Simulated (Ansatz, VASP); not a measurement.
**Al2PO in VASP and in Ansatz**

```
CELL_PARAMETERS angstrom
3.38133 0.00000 0.00000
-1.69067 2.92832 0.00000
0.00000 0.00000 5.56382
ATOMIC_POSITIONS crystal
Al 0.66667 0.33333 0.23899
Al 0.66667 0.33333 0.76101
P 0.33333 0.66667 0.50000
O 0.00000 0.00000 0.00000
```

Alike in both runs: functional PBE; k mesh 6 × 6 × 4; occupations gaussian, width 0.1 eV; no spin polarisation.

Ansatz relaxed the structure, and its values are those at the end. VASP's run is a single point on that final structure, the one shown.

```csv
,VASP,Ansatz
version,VASP 6.6.1,Ansatz 0.2.0
potentials or method,"VASP PAW PBE potentials, release 64 (Al, P, O)","scalar-relativistic, plane waves, PAW"
plane-wave cutoff (eV),520,420
valence electrons in the cell,17,17
```

|  | VASP | Ansatz | Ansatz less VASP |
| --- | --- | --- | --- |
| gap on the k mesh at the Fermi level (eV) | none | none | - |
| pressure (GPa) | 0.0 | 0.1 | +0.12 |
| rms of the force components (eV/Å) | 0.005 | 0.002 | -0.0028 |

A gap of «none» marks a metal or a gap that the smearing closes.

Caveats: an odd number of electrons without spin polarisation forces a metal; a magnetic or distorted state may lie lower.
